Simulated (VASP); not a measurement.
Level of theory: PBE0 hybrid, VASP's PBE PAW potentials (set 64) (plane waves; VASP).

A VASP calculation is set up with these files.

**KPOINTS**
```
Automatic mesh
0
gamma
  6 6 6
0 0 0
```

File POSCAR:
```
KBr
1
    0.0000000000     3.3187634709     3.3187634709
    3.3187634709     0.0000000000     3.3187634709
    3.3187634709     3.3187634709     0.0000000000
K Br
1 1
Direct
  0.0000000000   0.0000000000   0.0000000000
  0.5000000000   0.5000000000   0.5000000000
```

### INCAR
```
AEXX = 0.25
ALGO = Normal
EDIFF = 1E-6
ENCUT = 520
GGA = PE
HFRCUT = -1
ISIF = 2
ISMEAR = 0
ISYM = 3
LASPH = T
LCHARG = F
LHFCALC = T
LMAXMIX = 4
LREAL = F
LWAVE = F
NELM = 60
PREC = Accurate
PRECFOCK = Fast
SIGMA = 0.05
SYSTEM = KBr
```

POTCAR, in this order: K_sv Br (PBE.64 set). Program: vasp_std. Read from the step before: WAVECAR.

### Question
What will the output report for the number of irreducible k-points (NKPTS), largest plane-wave count, number of space-group operations, FFT grid (NGX, NGY, NGZ)?

### Answer

```json
{
 "number of irreducible k-points (NKPTS)": "16",
 "largest_plane_wave_count": "1989",
 "number_of_space_group_operations": "48",
 "FFT grid (NGX, NGY, NGZ)": "36 × 36 × 36"
}
```

The compound is KBr in the rock salt structure. This cell is one point of a volume scan, at 0.97 of the reference volume. The cell's shape comes from a PBE relaxation.
